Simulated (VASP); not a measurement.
# PPt (Fm-3m) in VASP: notebook

One crystal, PPt, is run at these levels: PBE; tasks: single point, relaxation of cell and atoms.

Program: VASP 6.6.1. These are calculated values, not measurements. Logs are shortened: lines on timing, memory, paths and dates and some standing lists are left out, and cuts for length are marked.

## 1. The crystal as given

The structure is cubic, space group Fm-3m (No. 225). Conventional cell: a = 5.017 Å, b = 5.017 Å, c = 5.017 Å, α = 90.00°, β = 90.00°, γ = 90.00°. Around P (site symmetry m-3m) lie 6 Pt at 2.51 Å. Pt (site symmetry m-3m) is surrounded by 6 P at 2.51 Å.

The cell was built by a generator and needn't be a form met in nature.

## 2. Single point, PBE

INCAR reads:

```
SYSTEM = PPt
PREC = Accurate ; ENCUT = 520
EDIFF = 1E-6 ; ISMEAR = 1
SIGMA = 0.1791 ; LREAL = .False.
LASPH = .True. ; NELM = 60
ALGO = Fast ; ISIF = 2
LWAVE = .False. ; LCHARG = .True.
GGA = PE ; LELF = .True.
LVHAR = .True. ; NBANDS = 14
```

KPOINTS reads:

```
Automatic mesh
0
Gamma
  6 6 6
  0 0 0
```

POSCAR reads:

```
PPt
1.0
    0.0000000000      2.5084962714      2.5084962714
    2.5084962714      0.0000000000      2.5084962714
    2.5084962714      2.5084962714      0.0000000000
P Pt
1 1
Direct
    0.0000000000      0.0000000000      0.0000000000
    0.5000000000      0.5000000000      0.5000000000
```

Potentials or basis: VASP PAW PBE potentials, release 64 (P, Pt).

The run is started by

```bash
$ cat potpaw_PBE.64/P/POTCAR potpaw_PBE.64/Pt/POTCAR > POTCAR
$ mpirun -np 1 vasp_std > vasp.out
```

OUTCAR:

```text
SYSTEM = PPt
   PREC = Accurate
   ENCUT = 520
   EDIFF = 1E-6
   ISMEAR = 1
   LREAL = .False.
   LASPH = .True.
   NELM = 60
   ISIF = 2
   GGA = PE

 ion  position               nearest neighbor table
   1  0.000  0.000  0.000-   2 2.51   2 2.51   2 2.51   2 2.51   2 2.51   2 2.51
   2  0.500  0.500  0.500-   1 2.51   1 2.51   1 2.51   1 2.51   1 2.51   1 2.51

  LATTYP: Found a face centered cubic cell.
 ALAT       =     5.0169925428

  Lattice vectors:

 A1 = (   0.0000000000,   2.5084962714,   2.5084962714)
 A2 = (   2.5084962714,   0.0000000000,   2.5084962714)
 A3 = (   2.5084962714,   2.5084962714,   0.0000000000)

Analysis of symmetry for initial positions (statically):
=====================================================================
 Subroutine PRICEL returns:
 Original cell was already a primitive cell.

 Routine SETGRP: Setting up the symmetry group for a
 face centered cubic supercell.

 Subroutine GETGRP returns: Found 48 space group operations
 (whereof 48 operations were pure point group operations)
 out of a pool of 48 trial point group operations.

The static configuration has the point symmetry O_h .

Analysis of symmetry for dynamics (positions and initial velocities):
=====================================================================
 Subroutine PRICEL returns:
 Original cell was already a primitive cell.

 Routine SETGRP: Setting up the symmetry group for a
 face centered cubic supercell.

 Subroutine GETGRP returns: Found 48 space group operations
 (whereof 48 operations were pure point group operations)
 out of a pool of 48 trial point group operations.

The dynamic configuration has the point symmetry O_h .

 Subroutine INISYM returns: Found 48 space group operations
 (whereof 48 operations are pure point group operations),
 and found     1 'primitive' translations

----------------------------------------------------------------------------------------

                                     Primitive cell

  volume of cell :      31.5697

  direct lattice vectors                    reciprocal lattice vectors
     0.000000000  2.508496271  2.508496271    -0.199322600  0.199322600  0.199322600
     2.508496271  0.000000000  2.508496271     0.199322600 -0.199322600  0.199322600
     2.508496271  2.508496271  0.000000000     0.199322600  0.199322600 -0.199322600

  length of vectors
     3.547549448  3.547549448  3.547549448     0.345236871  0.345236871  0.345236871

  position of ions in fractional coordinates (direct lattice)
     0.000000000  0.000000000  0.000000000
     0.500000000  0.500000000  0.500000000

  ion indices of the primitive-cell ions
   primitive index   ion index
                 1           1
                 2           2

----------------------------------------------------------------------------------------

 KPOINTS: Automatic mesh

Automatic generation of k-mesh.
 Grid dimensions read from file:
 generate k-points for:    6    6    6

 Generating k-lattice:

  Cartesian coordinates                     Fractional coordinates (reciprocal lattice)
    -0.033220433  0.033220433  0.033220433     0.166666667  0.000000000  0.000000000
     0.033220433 -0.033220433  0.033220433     0.000000000  0.166666667  0.000000000
     0.033220433  0.033220433 -0.033220433     0.000000000  0.000000000  0.166666667

  Length of vectors
     0.057539479  0.057539479  0.057539479

  Shift w.r.t. Gamma in fractional coordinates (k-lattice)
     0.000000000  0.000000000  0.000000000

 Subroutine IBZKPT returns following result:
 ===========================================

 Found     16 irreducible k-points:

 Following reciprocal coordinates:
            Coordinates               Weight
  0.000000  0.000000  0.000000      1.000000
  0.166667  0.000000  0.000000      8.000000
  0.333333  0.000000  0.000000      8.000000
  0.500000  0.000000  0.000000      4.000000
  0.166667  0.166667  0.000000      6.000000
  0.333333  0.166667  0.000000     24.000000
[... 8 lines left out ...]
 -0.333333  0.333333  0.166667     24.000000
 -0.333333  0.500000  0.166667     12.000000
   k-points           NKPTS =     16   k-points in BZ     NKDIM =     16   number of bands    NBANDS=     14
   number of dos      NEDOS =    301   number of ions     NIONS =      2
   total plane-waves  NPLWV =  21952
   dimension x,y,z NGX =    28 NGY =   28 NGZ =   28
   dimension x,y,z NGXF=    56 NGYF=   56 NGZF=   56
   ions per type =               1   1
   NGX,Y,Z   is equivalent  to a cutoff of  13.12, 13.12, 13.12 a.u.
   NGXF,Y,Z  is equivalent  to a cutoff of  26.24, 26.24, 26.24 a.u.
 SYSTEM =  PPt
   PREC   = accura    normal or accurate (medium, high low for compatibility)
   ISTART =      0    job   : 0-new  1-cont  2-samecut
   ICHARG =      2    charge: 1-file 2-atom 10-const
   ISPIN  =      1    spin polarized calculation?
   LNONCOLLINEAR =      F non collinear calculations
   LSORBIT =      F    spin-orbit coupling
   LASPH  =      T    aspherical Exc in radial PAW
   ENCUT  =  520.0 eV  38.22 Ry    6.18 a.u.   6.60  6.60  6.60*2*pi/ulx,y,z
   NELM   =     60;   NELMIN=  2; NELMDL= -5     # of ELM steps
   EDIFF  = 0.1E-05   stopping-criterion for ELM
   LREAL  =      F    real-space projection
   EDIFFG = 0.1E-04   stopping-criterion for IOM
   NSW    =      0    number of steps for IOM
   IBRION =     -1    ionic relax: 0-MD 1-quasi-New 2-CG
   NFREE  =      0    steps in history (QN), initial steepest desc. (CG)
   ISIF   =      2    stress and relaxation
   ISYM   =      2    0-nonsym 1-usesym 2-fastsym
   POTIM  = 0.5000    time-step for ionic-motion
   TEBEG  =    0.0;   TEEND  =   0.0 temperature during run
   PSTRESS=    0.0 pullay stress
   NELECT =      15.0000    total number of electrons
   NUPDOWN=      -1.0000    fix difference up-down
   EMIN   =  10.00;   EMAX   =-10.00  energy-range for DOS
   EFERMI =   0.00;   METHOD = LEGACY
   ISMEAR =     1;   SIGMA  =   0.18  broadening in eV -4-tet -1-fermi 0-gaus
   EFERMI_NEDOS =   21; number of points for ismear=-14 and -15
   IALGO  =     68    algorithm
   IMIX   =      4    mixing-type and parameters
     AMIX     =   0.40;   BMIX     =  1.00
     AMIX_MAG =   1.60;   BMIX_MAG =  1.00
  volume/ion in A,a.u.               =      15.78       106.52
  Fermi-wavevector in a.u.,A,eV,Ry     =   1.277463  2.414056 22.203520  1.631913
  Thomas-Fermi vector in A             =   2.410061
   LORBIT       =      0    0 simple, 1 ext, 2 COOP (PROOUT), +10 PAW based schemes
   GGA     = PE    functional components
   LHFCALC =     F    Hartree Fock is set to
   AEXX    =    0.0000 exact exchange contribution
   IVDW    =     0    specifies the selected vdW correction
   LEPSILON=     F    determine dielectric tensor
   LRPA    =     F    only Hartree local field effects (RPA)
 non-spin polarized calculation
 RMM-DIIS sequential band-by-band and
 Methfessel and Paxton  Order N= 1 SIGMA  =   0.18
  energy-cutoff  :      520.00
  volume of cell :       31.57
 maximum number of plane-waves:       869
 NGX is ok and might be reduce to    28
   NGX = 13   NGY = 13   NGZ = 13

 number of electron      15.0000001 magnetization

 Free energy of the ion-electron system (eV)
  ---------------------------------------------------
  ext. energy  EPLUGINS =         0.00000000
  ---------------------------------------------------
  free energy    TOTEN  =       -11.80037012 eV

  energy without entropy =      -11.79502360  energy(sigma->0) =      -11.79858795

 E-fermi :   9.6509     XC(G=0): -12.0094

 val. band max:        9.6318912204   @ k =   0.0000   0.0000   0.0000
 cond. band min:       9.7540773756   @ k =   0.1667   0.1667   0.0000
 fundamental gap:      0.1221861552
 Fermi energy:         9.6508900092

 k-point     1 :       0.0000    0.0000    0.0000
  band No.  band energies     occupation
      1      -4.1811      2.00000
      2       5.6636      2.00000
      3       5.6636      2.00000
      4       5.6636      2.00000
      5       5.6782      2.00000
      6       5.6782      2.00000
      7       9.6319      1.17843
      8       9.6319      1.17843
      9       9.6319      1.17843
     10      14.5668      0.00000
     11      19.7057      0.00000
     12      21.1999      0.00000
     13      21.1999      0.00000
     14      21.1999      0.00000

 k-point     2 :       0.1667    0.0000    0.0000
  band No.  band energies     occupation
      1      -3.7055      2.00000
      2       5.0205      2.00000
      3       5.0205      2.00000
      4       5.0471      2.00000
      5       5.9568      2.00000
      6       5.9568      2.00000
      7       8.4872      2.00000
      8      10.7435     -0.00000
      9      10.7435     -0.00000
     10      16.1292      0.00000
     11      18.3404      0.00000
     12      20.0664      0.00000
     13      20.0664      0.00000
     14      21.6861      0.00000

 k-point     3 :       0.3333    0.0000    0.0000
  band No.  band energies     occupation
      1      -2.4023      2.00000
      2       3.0813      2.00000
      3       4.1545      2.00000
      4       4.1545      2.00000
      5       6.6303      2.00000
      6       6.6303      2.00000
      7       7.8182      2.00000
      8      12.7869     -0.00000
      9      12.7869     -0.00000
     10      14.6890      0.00000
     11      17.3709      0.00000
     12      17.3709      0.00000
     13      19.9439      0.00000
     14      22.3625      0.00000
[... 188 lines left out ...]
 k-point    15 :      -0.3333    0.3333    0.1667
  band No.  band energies     occupation
      1      -1.4038      2.00000
      2       2.8736      2.00000
      3       4.0883      2.00000
      4       4.2873      2.00000
      5       6.9871      2.00000
      6       7.2389      2.00000
      7       7.5276      2.00000
      8       9.7770      0.07734
      9      10.0052     -0.01715
     10      16.5152      0.00000
     11      16.5187      0.00000
     12      18.9940      0.00000
     13      19.6453      0.00000
     14      22.3669      0.00000

 k-point    16 :      -0.3333    0.5000    0.1667
  band No.  band energies     occupation
      1      -1.5994      2.00000
      2       4.0948      2.00000
      3       4.2683      2.00000
      4       4.2687      2.00000
      5       7.4414      2.00000
      6       7.5918      2.00000
      7       7.7626      2.00000
      8       7.7784      2.00000
      9       8.7111      2.00000
     10      14.4297      0.00000
     11      18.2618      0.00000
     12      19.8108      0.00000
     13      20.8182      0.00000
     14      24.2691      0.00000

------------------------ aborting loop because EDIFF is reached ----------------------------------------

  FORCE on cell =-STRESS in cart. coord.  units (eV):
  Direction    XX          YY          ZZ          XY          YZ          ZX
  --------------------------------------------------------------------------------------
  -------------------------------------------------------------------------------------
  Total       -0.0320261     -0.0320261     -0.0320261      0.0000000     -0.0000000     -0.0000000
  in kB       -1.6253400     -1.6253400     -1.6253400      0.0000000     -0.0000000     -0.0000000
  external PRESSURE =      -1.6253400 kB  Pullay stress =       0.0000000 kB

 VOLUME and BASIS-vectors are now :
 -----------------------------------------------------------------------------
  energy-cutoff  :      520.00
  volume of cell :       31.57
      direct lattice vectors                 reciprocal lattice vectors
     0.000000000  2.508496271  2.508496271    -0.199322600  0.199322600  0.199322600
     2.508496271  0.000000000  2.508496271     0.199322600 -0.199322600  0.199322600
     2.508496271  2.508496271  0.000000000     0.199322600  0.199322600 -0.199322600

 POSITION                                       TOTAL-FORCE (eV/Angst)
 -----------------------------------------------------------------------------------
      0.00000      0.00000      0.00000         0.000000      0.000000      0.000000
      2.50850      2.50850      2.50850        -0.000000     -0.000000     -0.000000
 -----------------------------------------------------------------------------------
    total drift:                                0.000000      0.000000      0.000000

  FREE ENERGIE OF THE ION-ELECTRON SYSTEM (eV)
  ---------------------------------------------------
  free  energy   TOTEN  =       -11.8003701202 eV

  energy  without entropy=      -11.7950235965  energy(sigma->0) =      -11.79858795
```

Wall time 12 s (1 thread of Intel Xeon Platinum 8259CL at 2.50GHz (Skylake/Cascade Lake), shared host); peak memory 0.15 GiB.

Results:

```
Free energy            : -11.8004 eV
Pressure               : -0.2 GPa
Band gap on the k mesh : none (metal or under the smearing width)
```

Levels at points of the mesh, in eV from the Fermi level:
```csv
k point,band 4,band 5,band 6,band 7,band 8,band 9,band 10,band 11
"(0.00, 0.00, 0.00)",-3.99,-3.97,-3.97,-0.02,-0.02,-0.02,4.92,10.05
"(0.50, 0.00, 0.00)",-5.83,-2.62,-2.62,-1.82,3.84,4.61,4.61,6.00
"(0.50, 0.50, 0.00)",-3.34,-2.27,-2.27,-2.21,-2.21,-1.30,1.56,8.85
```

Caveat: the k mesh is coarse (spacing up to 0.36 Å⁻¹), so the values aren't converged. Spin-orbit coupling is left out, which matters for the levels of Pt.

(Part 1 of 2 ends here.)
